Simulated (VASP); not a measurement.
Input:

```xyz
8
Lattice="4.3870 0.0000 0.0000 0.0000 4.3870 0.0000 0.0000 0.0000 4.3870" Properties=species:S:1:pos:R:3 pbc="T T T"
Fe     3.7812     2.7993     1.5877
Fe     1.5877     3.7812     2.7993
Fe     0.6058     0.6058     0.6058
Fe     2.7993     1.5877     3.7812
Si     0.6950     1.4985     2.8885
Si     2.8885     0.6950     1.4985
Si     3.6920     3.6920     3.6920
Si     1.4985     2.8885     0.6950
```

Calculation: PBE GGA, VASP's PBE PAW potentials (set 64) (plane waves; VASP 6.6.1). Settings: 500 eV cut-off, 5×5×5 Γ-centred mesh, Gaussian smearing of 0.050 eV, potentials Fe Si.

Energy and stress use the plane-wave basis of the starting cell.

**Question.** The ions, cell shape and volume at an external pressure of 20.0 GPa are relaxed. Predict the relaxed structure.

**Answer.** 
```xyz
8
Lattice="4.3368 0.0000 0.0000 0.0000 4.3368 0.0000 0.0000 0.0000 4.3368" Properties=species:S:1:pos:R:3 pbc="T T T"
Fe     3.7326     2.7725     1.5643
Fe     1.5643     3.7326     2.7725
Fe     0.6041     0.6041     0.6041
Fe     2.7725     1.5643     3.7326
Si     0.6847     1.4837     2.8531
Si     2.8531     0.6847     1.4837
Si     3.6521     3.6521     3.6521
Si     1.4837     2.8531     0.6847
```
Space group P2_13 (198), at a tolerance of 0.03 Å.

**Question.** How do energy and volume change from the first to the last step?

**Answer.** The energy (σ→0) changes by +33.3 meV/atom and the volume by -3.4 %, in 6 ionic steps.

The compound is FeSi in the B20 structure. This run relaxes it under an external pressure of 20 GPa. Symmetry was kept, so distortions that lower it aren't found. The run is not spin-polarised, so no magnetic state was tried.
